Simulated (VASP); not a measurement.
Crystal: Au.

```
Au
1.0
     0.00000    2.04000    2.04000
     2.04000    0.00000    2.04000
     2.04000    2.04000    0.00000
Au
1
Direct
  0.00000 0.00000 0.00000
```

The cell was built by a generator and needn't be a form met in nature.

- Program: VASP 6.6.1
- Task: relaxation of cell and atoms
- Functional: PBE
- Dispersion: D3(BJ)
- Potentials or basis: VASP PAW PBE potentials, release 64 (Au)
- Cutoff: 600 eV
- k mesh: 18 × 18 × 18
- Occupations: methfessel-paxton, width 0.1 eV
- Spin: no spin polarisation

At the start: pressure 2.7 GPa; volume 16.98 Å³/atom.

**Question.** Where does the relaxation end?

**Answer.** Over 3 steps the energy falls by 2.2 meV/atom and the volume is 17.25 Å³/atom (+1.6 %); space group Fm-3m (No. 225, to 0.05 Å).

The path:
```
step  energy change (eV)  largest force (eV/Å)  pressure (GPa)  volume (Å³)
   1              0.0000                0.0000            2.72        16.98
   2              0.0034                0.0000           -3.92        17.70
   3             -0.0022                0.0000           -0.01        17.25
```

Final structure:
```yaml
crystal:
  lattice:
    - [0.00000, 2.05079, 2.05079]
    - [2.05079, 0.00000, 2.05079]
    - [2.05079, 2.05079, 0.00000]
  atoms:
    - { symbol: Au, position: [0.00000, 0.00000, 0.00000] }
```

Caveat: pairwise dispersion overbinds metals, which lowers pressure and volume.
